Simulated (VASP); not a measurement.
Write the native input for VASP 6.6.1 that does the following.

| Property | Result |
| --- | --- |
| Task | single point |
| Functional | optB86b-vdW |
| Potentials or basis | VASP PAW PBE potentials, release 64 (Ru_pv, C, O) |
| Cutoff | 400 eV |
| k mesh | 6 × 6 × 1 |
| Occupations | methfessel-paxton, width 0.1 eV |
| Spin | no spin polarisation |
| Further INCAR settings | LREAL = Auto; ALGO = Fast; EDIFF = 1e-07; ISYM = 0 |

The structure of Ru16CO lies in POSCAR:

```
Ru16CO
1.0
    5.4000000000      0.0000000000      0.0000000000
    2.7000000000      4.6765371804      0.0000000000
    0.0000000000      0.0000000000     22.9152000000
Ru C O
16 1 1
Direct
    0.8333000000      0.3333000000      0.1091000000
    0.3333000000      0.3333000000      0.1091000000
    0.8333000000      0.8333000000      0.1091000000
    0.3333000000      0.8333000000      0.1091000000
    0.0000000000      0.0000000000      0.2024000000
    0.5000000000      0.0000000000      0.2024000000
    0.0000000000      0.5000000000      0.2024000000
    0.5000000000      0.5000000000      0.2024000000
    0.8325000000      0.3351000000      0.2951000000
    0.3334000000      0.3333000000      0.2943000000
    0.8324000000      0.8325000000      0.2952000000
    0.3351000000      0.8325000000      0.2951000000
    0.0000000000      0.9999000000      0.3904000000
    0.5007000000      0.9986000000      0.3855000000
    0.9987000000      0.5006000000      0.3855000000
    0.5008000000      0.5007000000      0.3855000000
    0.0006000000      0.9986000000      0.4726000000
    0.0009000000      0.9977000000      0.5232000000
```

The cell was built by a generator and needn't be a form met in nature.

The input as run:

INCAR

```
  PREC = Accurate
  ENCUT = 400
  EDIFF = 1E-7
  ISMEAR = 1
  SIGMA = 0.1
  LREAL = Auto
  LASPH = True
  NELM = 100
  ALGO = Fast
  ISIF = 2
  LWAVE = False
  LCHARG = False
  GGA = MK
  LUSE_VDW = True
  AGGAC = 0.0
  PARAM1 = 0.1234
  PARAM2 = 1.0
  ISYM = 0
  KPAR = 4
```

KPOINTS

```
Automatic mesh
0
Gamma
  6 6 1
```

Potentials or basis: VASP PAW PBE potentials, release 64 (Ru_pv, C, O).

Run with:

```console
$ cat potpaw_PBE.64/Ru_pv/POTCAR potpaw_PBE.64/C/POTCAR potpaw_PBE.64/O/POTCAR > POTCAR
$ mpirun -np 4 vasp_std > vasp.out
```

Results of the run:

```json
{"Largest force": "0.738 eV/Å", "Band gap on the k mesh": "none (metal or under the smearing width)"}
```

Caveat: the standard files for N, O and F lose accuracy on very short bonds; the PAW data sets were made with another functional, which shifts forces and pressure a little.

Wall time 25 min on 4 MPI ranks on Intel(R) Xeon(R) Platinum 8488C (Sapphire Rapids), with other jobs on the host, peak memory 1.8 GiB a rank.
